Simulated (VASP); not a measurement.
Energy against volume of ZrO$_{2}$ (fluorite). Computed with PW91 GGA, VASP's PBE PAW potentials (set 64) (plane waves; VASP 6.6.1). Settings: 520 eV cut-off, 8×8×8 Γ-centred mesh, Gaussian smearing of 0.050 eV, potentials Zr_sv O.

| V (Å³/atom) | E (eV/atom) |
|---|---|
| 10.831 | -9.57411 |
| 11.166 | -9.58241 |
| 11.501 | -9.57578 |
| 11.836 | -9.55630 |

Problem. Fit these four points and predict the energy of the run at 10.496 Å³/atom.

Solution. A cubic in V^(−2/3), the third-order Birch-Murnaghan form, passes through the four points with V0 = 11.18 Å³/atom and B0 = 237 GPa, and gives -9.5485 eV/atom there. The run gave -9.5482 eV/atom, +0.3 meV/atom from the fit; all five points give B0 = 237 GPa.

The compound is ZrO2 in the fluorite structure, the high-temperature cubic form, which is unstable at 0 K; the monoclinic form is the stable one. It was relaxed first.
